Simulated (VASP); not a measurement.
Ag:

```
CELL_PARAMETERS angstrom
0.00000 2.04275 2.04275
2.04275 0.00000 2.04275
2.04275 2.04275 0.00000
ATOMIC_POSITIONS crystal
Ag 0.00000 0.00000 0.00000
```

| Property | Result |
| --- | --- |
| Program | VASP 6.6.1 |
| Task | relaxation of cell and atoms |
| Functional | LDA |
| Potentials or basis | VASP PAW LDA potentials, release 64 (Ag) |
| Cutoff | 600 eV |
| k mesh | 18 × 18 × 18 |
| Occupations | methfessel-paxton, width 0.1 eV |
| Spin | no spin polarisation |

At the start: pressure -7.2 GPa; volume 17.05 Å³/atom.

Task: Where does the relaxation end?

Result: Over 3 steps the energy falls by 24.0 meV/atom and the volume is 16.05 Å³/atom (-5.9 %); space group Fm-3m (No. 225, to 0.05 Å).

Step by step:
```tsv
step	energy change (eV)	largest force (eV/Å)	pressure (GPa)	volume (Å³)
1	0.0000	0.0000	-7.15	17.05
2	-0.0045	0.0000	8.26	15.24
3	-0.0240	0.0000	-0.06	16.05
```

Final structure:
```xyz
1
Lattice="0.0000 2.0020 2.0020 2.0020 0.0000 2.0020 2.0020 2.0020 0.0000" Properties=species:S:1:pos:R:3 pbc="T T T"
Ag    0.0000    0.0000    0.0000
```
